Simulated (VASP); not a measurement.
CsGeI3 (space group R3m): the band gap from VASP (plane waves, PAW) at several levels of theory. Gaps are without spin-orbit coupling. Each level names its cell: its own relaxed one, PBE's, or the starting one. A gap is the smallest over the k-mesh and a band path; hybrids may have named points in place of the path, and GW has the mesh alone.

| level | band gap (eV) |
|---|---|
| r2SCAN (own cell) | 1.23 |
| HSE06 (PBE cell) | 1.62 |

The cell of the r2SCAN (own cell) run:

```cif
data_Cs3Ge3I9
_chemical_formula_sum 'I9 Cs3 Ge3'
_space_group_name_H-M_alt 'R3m :H'
_space_group_IT_number 160
_space_group_name_Hall 'R 3 -2"'
_cell_length_a 8.44551
_cell_length_b 8.44551
_cell_length_c 10.95780
_cell_angle_alpha 90.000
_cell_angle_beta 90.000
_cell_angle_gamma 120.000
loop_
_atom_site_label
_atom_site_type_symbol
_atom_site_symmetry_multiplicity
_atom_site_Wyckoff_symbol
_atom_site_fract_x
_atom_site_fract_y
_atom_site_fract_z
_atom_site_occupancy
I1 I 9 b 0.50329 0.00658 0.00174 1
Cs1 Cs 3 a 0.00000 0.00000 0.01079 1
Ge1 Ge 3 a 0.00000 0.00000 0.54602 1
```
(The calculation used a cell of 5 atoms; values per cell refer to that cell.)

Only levels that ran to the end are used. Left out are those held back, those with too coarse a band path, GW runs whose mesh misses a band edge, hybrids' fits of cells that aren't cubic and levels without matching references; a question may draw on a part of the rest.

The structure comes from a measured CsGeI3 entry (R3m) of the Crystallography Open Database, whose conditions weren't checked.
